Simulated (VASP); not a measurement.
Input for VASP

INCAR:
```
PREC = Accurate
LCHARG = .False.
EDIFF = 1E-7   # SCF stop (eV)
LREAL = .False.   # projection in real space or not
ENCUT = 520
LWAVE = .False.
EDIFFG = -0.01   # ionic stop
NSW = 30
NELM = 100   # most electronic steps
SIGMA = 0.1
ISMEAR = 1
LASPH = .True.   # aspherical one-centre terms
IBRION = 2   # conjugate gradients
SYSTEM = Zn
LMAXMIX = 4   # l cut-off of mixed one-centre charges
ISIF = 4   # ions and shape, fixed volume
ALGO = Normal   # blocked Davidson
```

File KPOINTS:
```
Automatic mesh
0
Gamma
16 16 8
0 0 0
```

### POSCAR
```
Zn
1
    1.3038626955    -2.2583568339     0.0000000000
    1.3038626955     2.2583568339     0.0000000000
    0.0000000000     0.0000000000     4.5884432737
Zn
2
Direct
  0.3333330000   0.6666670000   0.2500000000
  0.6666670000   0.3333330000   0.7500000000
```

POTCAR, in this order: Zn (LDA.64 set). Program: vasp_std.

Problem. Write an equivalent input for Quantum ESPRESSO's pw.x.

Solution. One equivalent input (not run):
```
&CONTROL
  calculation = 'vc-relax'
  pseudo_dir = './pseudo'
  outdir = './out'
  tprnfor = .true.
  tstress = .true.
  nstep = 30
  forc_conv_thr = 0.00039
/
&SYSTEM
  ibrav = 0
  nat = 2
  ntyp = 1
  ecutwfc = 84
  occupations = 'smearing'
  smearing = 'methfessel-paxton'
  degauss = 0.00735
  input_dft = 'pz'
/
&ELECTRONS
  conv_thr = 7.3e-09
  electron_maxstep = 100
/
&IONS
/
&CELL
  cell_dofree = 'shape'
/
ATOMIC_SPECIES
  Zn 65.380 Zn.upf
CELL_PARAMETERS angstrom
     1.3038627   -2.2583568    0.0000000
     1.3038627    2.2583568    0.0000000
     0.0000000    0.0000000    4.5884433
ATOMIC_POSITIONS crystal
  Zn   0.3333330  0.6666670  0.2500000
  Zn   0.6666670  0.3333330  0.7500000
K_POINTS automatic
  16 16 8 0 0 0
```
What does not carry over: the potentials are each code's own (VASP's PAW set, PseudoDojo norm-conserving files in pw.x), so ENCUT and ecutwfc are chosen apart and not converted; conv_thr bounds pw.x's estimated SCF error, while EDIFF bounds the energy change between steps; forc_conv_thr acts on force components and is met together with etot_conv_thr.

The compound is Zn in the hcp structure. This run relaxes it. Symmetry was kept, so distortions that lower it aren't found.
